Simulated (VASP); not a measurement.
Here is the system:

```yaml
crystal:
  lattice:
    - [1.57529, -2.72849, 0.00000]
    - [1.57529, 2.72849, 0.00000]
    - [0.00000, 0.00000, 3.51942]
  atoms:
    - { symbol: Zr, position: [0.00000, 0.00000, 0.00000] }
    - { symbol: B, position: [0.33333, 0.66667, 0.50000] }
    - { symbol: B, position: [0.66667, 0.33333, 0.50000] }
```

The numbers are results of PBE GGA, VASP's PBE PAW potentials (set 64) (plane waves; VASP 6.6.1), not measurements. Numerical set-up: 620 eV cut-off, 11×11×9 Γ-centred mesh, first-order Methfessel-Paxton smearing of 0.10 eV, potentials Zr_sv B.

**Question.** What does the run give for the energy per atom (σ→0), pressure, band gap (on the k-mesh) with the smallest direct gap where there is one?

**Answer.** 
| Quantity | Value |
|---|---|
| band gap (on the k-mesh) | none (metal, semimetal or under 0.01 eV) |
| energy per atom (σ→0) | -8.325 eV/atom |
| pressure | 4.98 GPa |

Total energies compare only between runs with the same potentials, cut-off and functional.

The compound is ZrB2 in the AlB2 type structure. It was relaxed first under an external pressure of 5 GPa.
